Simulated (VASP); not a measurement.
Output of a VASP run:

### OUTCAR
```
 ion  position               nearest neighbor table
   1  0.667  0.333  0.500-   2 2.71   2 2.71   2 2.71
   2  0.333  0.667  0.500-   1 2.71   1 2.71   1 2.71
  LATTYP: Found a hexagonal cell.
 ALAT       =     4.6875630000
 C/A-ratio  =     2.9866265264
 Subroutine PRICEL returns:
 Original cell was already a primitive cell.
 Subroutine GETGRP returns: Found 12 space group operations
The static configuration has the point symmetry D_3h.
The dynamic configuration has the point symmetry D_3h.
The overall configuration has the point symmetry D_3h.
 Subroutine INISYM returns: Found 12 space group operations
 Subroutine IBZKPT returns following result:
 Found     10 irreducible k-points:

 Following reciprocal coordinates:
            Coordinates               Weight
  0.000000  0.000000  0.000000      1.000000
  0.166667 -0.000000  0.000000      3.000000
 -0.166667  0.000000  0.000000      3.000000
  0.333333 -0.000000  0.000000      3.000000
 -0.333333  0.000000  0.000000      3.000000
  0.500000 -0.000000  0.000000      3.000000
  0.166667  0.166667  0.000000      6.000000
  0.333333  0.166667  0.000000      6.000000
 -0.333333 -0.166667  0.000000      6.000000
  0.333333  0.333333  0.000000      2.000000
   k-points           NKPTS =     10   k-points in BZ     NKDIM =     10   number of bands    NBANDS=     26
   number of dos      NEDOS =    301   number of ions     NIONS =      2
   total plane-waves  NPLWV =  62720
   dimension x,y,z NGX =    28 NGY =   28 NGZ =   80
   dimension x,y,z NGXF=    56 NGYF=   56 NGZF=  160
   ions per type =               1   1
   PREC   = accura    normal or accurate (medium, high low for compatibility)
   ISTART =      0    job   : 0-new  1-cont  2-samecut
   ICHARG =      2    charge: 1-file 2-atom 10-const
   ISPIN  =      1    spin polarized calculation?
   LNONCOLLINEAR =      T non collinear calculations
   LSORBIT =      T    spin-orbit coupling
   INIWAV =      1    electr: 0-lowe 1-rand  2-diag
   ENCUT  =  300.0 eV  22.05 Ry    4.70 a.u.   6.62  6.62 19.77*2*pi/ulx,y,z
   NELM   =    100;   NELMIN=  2; NELMDL= -5     # of ELM steps
   EDIFF  = 0.1E-05   stopping-criterion for ELM
   LREAL  =      F    real-space projection
   NLSPLINE    = F    spline interpolate recip. space projectors
   LMAXMIX     =    6 max onsite mixed and CHGCAR
   VOSKOWN=      0    Vosko Wilk Nusair interpolation
   EDIFFG = 0.1E-04   stopping-criterion for IOM
   NSW    =      0    number of steps for IOM
   NBLOCK =      1;   KBLOCK =      1    inner block; outer block
   IBRION =     -1    ionic relax: 0-MD 1-quasi-New 2-CG
   NFREE  =      0    steps in history (QN), initial steepest desc. (CG)
   ISIF   =      2    stress and relaxation
   ISYM   =      2    0-nonsym 1-usesym 2-fastsym
   TEIN   =    0.0    initial temperature
   TEBEG  =    0.0;   TEEND  =   0.0 temperature during run
   SMASS  =  -3.00    Nose mass-parameter (am)
   PSTRESS=    0.0 pullay stress
   NELECT =      18.0000    total number of electrons
   EFERMI =   0.00;   METHOD = LEGACY
   ISMEAR =     0;   SIGMA  =   0.27  broadening in eV -4-tet -1-fermi 0-gaus
   IALGO  =     38    algorithm
   LDIAG  =      T    sub-space diagonalisation (order eigenvalues)
   IMIX   =      4    mixing-type and parameters
     AMIX     =   0.40;   BMIX     =  1.00
     AMIX_MAG =   1.60;   BMIX_MAG =  1.00
     AMIN     =   0.10
   GGA     = PE    functional components
   VOSKOWN =     0    Vosko Wilk Nusair interpolation
   LHFCALC =     F    Hartree Fock is set to
   LHFONE  =     F    Hartree Fock one center treatment
   AEXX    =    0.0000 exact exchange contribution
   IVDW    =     0    specifies the selected vdW correction
   LEPSILON=     F    determine dielectric tensor
   LRPA    =     F    only Hartree local field effects (RPA)
  energy-cutoff  :      300.00
  volume of cell :      266.41
      direct lattice vectors                 reciprocal lattice vectors
     4.687563000  0.000000000  0.000000000     0.213330466  0.123166417  0.000000000
...
```

**OSZICAR**
```
       N       E                     dE             d eps       ncg     rms          rms(c)
DAV:   1     0.119455381849E+03    0.11946E+03   -0.43223E+03   520   0.639E+02
DAV:   2     0.691102475338E+01   -0.11254E+03   -0.10805E+03   758   0.176E+02
DAV:   3    -0.378853529462E+01   -0.10700E+02   -0.10649E+02   616   0.669E+01
DAV:   4    -0.398754998020E+01   -0.19901E+00   -0.19873E+00   696   0.952E+00
DAV:   5    -0.399038198639E+01   -0.28320E-02   -0.28316E-02   660   0.111E+00    0.908E+00
DAV:   6    -0.367225417549E+01    0.31813E+00   -0.74075E-01   576   0.113E+01    0.684E+00
DAV:   7    -0.365272957194E+01    0.19525E-01   -0.21028E-01   614   0.301E+00    0.355E+00
DAV:   8    -0.364949996428E+01    0.32296E-02   -0.17868E-02   634   0.118E+00    0.933E-01
DAV:   9    -0.364819680467E+01    0.13032E-02   -0.37344E-03   638   0.563E-01    0.558E-01
DAV:  10    -0.364842926850E+01   -0.23246E-03   -0.17514E-03   550   0.225E-01    0.209E-01
DAV:  11    -0.364857743774E+01   -0.14817E-03   -0.96257E-05   574   0.638E-02    0.614E-02
DAV:  12    -0.364867588938E+01   -0.98452E-04   -0.52407E-05   560   0.523E-02    0.185E-02
DAV:  13    -0.364879827019E+01   -0.12238E-03   -0.25415E-05   584   0.247E-02    0.123E-02
DAV:  14    -0.364887799335E+01   -0.79723E-04   -0.16000E-05   560   0.185E-02    0.595E-03
DAV:  15    -0.364895246658E+01   -0.74473E-04   -0.25577E-05   570   0.193E-02    0.109E-02
DAV:  16    -0.364899453699E+01   -0.42070E-04   -0.19452E-05   536   0.162E-02    0.430E-03
DAV:  17    -0.364899827254E+01   -0.37356E-05   -0.86796E-07   496   0.472E-03    0.517E-03
DAV:  18    -0.364900286400E+01   -0.45915E-05   -0.62971E-07   472   0.343E-03    0.167E-03
DAV:  19    -0.364900563269E+01   -0.27687E-05   -0.55370E-07   478   0.329E-03    0.227E-03
DAV:  20    -0.364900643448E+01   -0.80179E-06   -0.51632E-08   424   0.129E-03
   1 F= -.36490064E+01 E0= -.36440554E+01  d E =-.990202E-02  mag=    -0.0000     0.0000     0.0000
```

File OUTCAR:
```
------------------------ aborting loop because EDIFF is reached ----------------------------------------
  FORCE on cell =-STRESS in cart. coord.  units (eV):
  Direction    XX          YY          ZZ          XY          YZ          ZX
  --------------------------------------------------------------------------------------
  Total        1.4842037      1.4842040     -0.1318193     -0.0000002     -0.0000000      0.0000000
  in kB        8.9258822      8.9258838     -0.7927508     -0.0000011     -0.0000000      0.0000000
  external PRESSURE =       5.6863384 kB  Pullay stress =       0.0000000 kB
  volume of cell :      266.41
      direct lattice vectors                 reciprocal lattice vectors
     4.687563000  0.000000000  0.000000000     0.213330466  0.123166417  0.000000000
    -2.343782000  4.059549000  0.000000000     0.000000000  0.246332782  0.000000000
     0.000000000  0.000000000 14.000000000     0.000000000  0.000000000  0.071428571
 POSITION                                       TOTAL-FORCE (eV/Angst)
 -----------------------------------------------------------------------------------
      2.34378      1.35318      7.00000        -0.000000      0.000000      0.000000
     -0.00000      2.70637      7.00000         0.000000      0.000000      0.000000
 -----------------------------------------------------------------------------------
    total drift:                               -0.000476      0.000263     -0.000000
  FREE ENERGIE OF THE ION-ELECTRON SYSTEM (eV)
  ---------------------------------------------------
  free  energy   TOTEN  =        -3.6490064345 eV

  energy  without entropy=       -3.6391044171  energy(sigma->0) =       -3.64405543

 total charge

# of ion       s       p       d       tot
------------------------------------------
    1        0.806   0.381   9.329  10.516
    2        1.365   1.985   0.031   3.381
--------------------------------------------------
tot          2.171   2.366   9.360  13.896

 magnetization (x)

# of ion       s       p       d       tot
------------------------------------------
    1       -0.000  -0.000   0.000  -0.000
    2       -0.000  -0.000   0.000  -0.000
--------------------------------------------------
tot         -0.000  -0.000   0.000  -0.000

 magnetization (y)

# of ion       s       p       d       tot
------------------------------------------
    1       -0.000  -0.000  -0.000  -0.000
    2        0.000   0.000   0.000   0.000
--------------------------------------------------
tot         -0.000  -0.000  -0.000  -0.000

 magnetization (z)

# of ion       s       p       d       tot
------------------------------------------
    1        0.000   0.000  -0.000   0.000
    2       -0.000  -0.000  -0.000  -0.000
--------------------------------------------------
tot         -0.000  -0.000  -0.000  -0.000

 Ion:    1  E_soc:     -0.5897650

 Ion:    2  E_soc:     -0.2335825
```
(Selected blocks of OUTCAR.)

POSCAR:
```
HgTe
1
    4.6875630000     0.0000000000     0.0000000000
   -2.3437820000     4.0595490000     0.0000000000
    0.0000000000     0.0000000000    14.0000000000
Hg Te
1 1
Direct
  0.6666670000   0.3333330000   0.5000000000
  0.3333330000   0.6666670000   0.5000000000
```

Reconstruct the remaining input files.

Several could match; the one computed here: the input of the run itself, PBE GGA with spin-orbit coupling, plane waves, VASP's PBE PAW potentials (set 64).

File KPOINTS:
```
Automatic mesh
0
gamma
  6 6 1
0 0 0
```

**INCAR**
```
ALGO = Normal
EDIFF = 1E-6
ENCUT = 300
GGA = PE
GGA_COMPAT = .False.
ISIF = 2
ISMEAR = 0
LASPH = .True.
LCHARG = .False.
LMAXMIX = 6
LNONCOLLINEAR = .True.
LORBIT = 11
LREAL = .False.
LSORBIT = .True.
LWAVE = .False.
MAGMOM = 6*0.0
NELM = 100
PREC = Accurate
SIGMA = 0.272
SYSTEM = HgTe
```

POTCAR, in this order: Hg Te (PBE.64 set). Program: vasp_ncl.

The cell holds a wide vacuum, so values per volume refer to the whole cell.

The cell is a sheet with vacuum, built from a generated structure.
